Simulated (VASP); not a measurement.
Consider the following.

```
CELL_PARAMETERS angstrom
      2.52444     1.45748     4.52973
     -2.52444     1.45748     4.52973
      0.00000    -2.91497     4.52973
ATOMIC_POSITIONS crystal
  Ga 0.85559 0.85559 0.85559
  Ga 0.14441 0.14441 0.14441
  Ga 0.64441 0.64441 0.64441
  Ga 0.35559 0.35559 0.35559
  O  0.75000 0.44684 0.05316
  O  0.25000 0.55316 0.94684
  O  0.05316 0.75000 0.44684
  O  0.94684 0.25000 0.55316
  O  0.44684 0.05316 0.75000
  O  0.55316 0.94684 0.25000
```

Level of theory: LDA (Ceperley-Alder, Perdew-Zunger), VASP's LDA PAW potentials (set 64) (plane waves; VASP). Settings: 400 eV cut-off, 6×6×6 Γ-centred mesh shifted by (0.5, 0.5, 0.5), Gaussian smearing of 0.010 eV, potentials Ga_d O.

At this cut-off the stress carries a Pulay error, which pulls relaxed volumes low.

Q: Predict the energy per atom (σ→0), pressure.

A: 
* **energy per atom (σ→0)**: -6.821 eV/atom
* **pressure**: -17.11 GPa

The structure comes from a computed database's Ga2O3 entry; how it stands against other phases isn't given here. The cell was not relaxed at this level.
